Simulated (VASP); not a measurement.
## Mg3CdSe2O2: single point with PBE

Mg3CdSe2O2:

```xyz
8
Lattice="3.8889 0.0000 0.0000 0.0000 3.8889 0.0000 0.0000 0.0000 9.8100" Properties=species:S:1:pos:R:3 pbc="T T T"
Mg    0.0000    0.0000    4.9050
Mg    1.9444    1.9444    3.4141
Mg    1.9444    1.9444    6.3959
Cd    0.0000    0.0000    0.0000
Se    1.9444    0.0000    1.7722
Se    0.0000    1.9444    8.0377
O     1.9444    0.0000    5.5118
O     0.0000    1.9444    4.2981
```

The cell was built by a generator and needn't be a form met in nature.

| Property | Result |
| --- | --- |
| Program | VASP 6.6.1 |
| Task | single point |
| Functional | PBE |
| Potentials or basis | VASP PAW PBE potentials, release 64 (Mg, Cd, Se, O) |
| Cutoff | 520 eV |
| k mesh | 5 × 5 × 2 |
| Occupations | gaussian, width 0.05 eV |
| Spin | no spin polarisation |
| Further INCAR settings | PREC = Normal; LREAL = Auto; ALGO = Fast; EDIFF = 1e-05 |

```yaml
Pressure: 0.0 GPa
Largest_force: 0.011 eV/Å
Band_gap_on_the_k_mesh: 1.09 eV, indirect (least direct gap 1.16 eV)
```

Forces on the atoms (eV/Å):
```
Mg   0.000  0.000  0.000
Mg   0.000  0.000 -0.006
Mg   0.000  0.000  0.006
Cd   0.000  0.000  0.000
Se   0.000  0.000  0.002
Se   0.000  0.000 -0.002
O    0.000  0.000  0.011
O    0.000  0.000 -0.011
```

Levels at points of the mesh, in eV from the valence-band top:
```
           k point  band 17  band 18  band 19  band 20  band 21  band 22  band 23  band 24  band 25  band 26
(0.00, 0.00, 0.00)    -1.08    -0.82    -0.82    -0.07    -0.07     1.09     4.12     4.23     5.15     5.58
(0.00, 0.00, 0.50)    -2.24    -0.82    -0.82    -0.06    -0.06     2.53     2.69     4.44     5.04     5.41
```

Wall time 20 s on 1 thread of Intel(R) Xeon(R) Platinum 8375C CPU @ 2.90GHz (Ice Lake) (shared host), peak memory 0.19 GiB.

Caveat: an odd mesh through Γ misses points on the zone boundary, where band edges often lie.
